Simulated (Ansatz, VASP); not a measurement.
## One calculation of Zn12S11O (a cell with a defect) (Wurtzite-4H), two programs

```
Zn S O
1.0
     5.73405    3.31056    0.00000
    -5.73405    3.31056    0.00000
     0.00000    0.00000   12.52000
Zn S O
12 11 1
Cartesian
  0.0000 0.0266 0.0356
  -1.8883 3.2973 0.0356
  1.8883 3.2973 0.0356
  0.0000 0.2279 6.1559
  -1.7140 3.1966 6.1559
  1.7140 3.1966 6.1559
  0.0000 2.2070 3.4007
  3.8227 2.2070 3.1501
  -3.8227 2.2070 3.1501
  -3.8105 4.4070 9.3595
  0.0000 4.4281 9.3595
  -1.9235 1.0965 9.3595
  0.0000 0.0428 2.4077
  -1.8742 3.2891 2.4077
  1.8742 3.2891 2.4077
  0.0000 0.0319 8.5341
  -1.8837 3.2946 8.5341
  1.8837 3.2946 8.5341
  3.8227 2.2070 5.4940
  -3.8227 2.2070 5.4940
  -3.8055 4.4041 11.7354
  0.0000 4.4339 11.7354
  -1.9285 1.0936 11.7354
  0.0000 2.2070 5.4762
```

Alike in both runs: functional PBE; k mesh 3 × 3 × 2; occupations fermi-dirac, width 0.01 eV; no spin polarisation.

Ansatz relaxed the structure, and its values are those at the end. VASP's run is a single point on that final structure, the one shown.

|  | VASP | Ansatz |
| --- | --- | --- |
| version | VASP 6.6.1 | Ansatz 0.2.0 |
| potentials or method | VASP PAW PBE potentials, release 64 (Zn, S, O) | plane-wave PAW, scalar-relativistic |
| plane-wave cutoff (eV) | 520 | 420 |
| valence electrons in the cell | 216 | 216 |

|  | VASP | Ansatz | Ansatz less VASP |
| --- | --- | --- | --- |
| gap on the k mesh at the Fermi level (eV) | 1.46 | 1.46 | -0.001 |
| pressure (GPa) | -1.2 | -1.4 | -0.25 |
| rms of the force components (eV/Å) | 0.006 | 0.001 | -0.0042 |

With one functional, cell and mesh, what is left measures potentials, basis and numerics. Ansatz warned: «stress_scf_threshold_loose».

A hybrid or GW would open this gap; PBE tends to underestimate it.
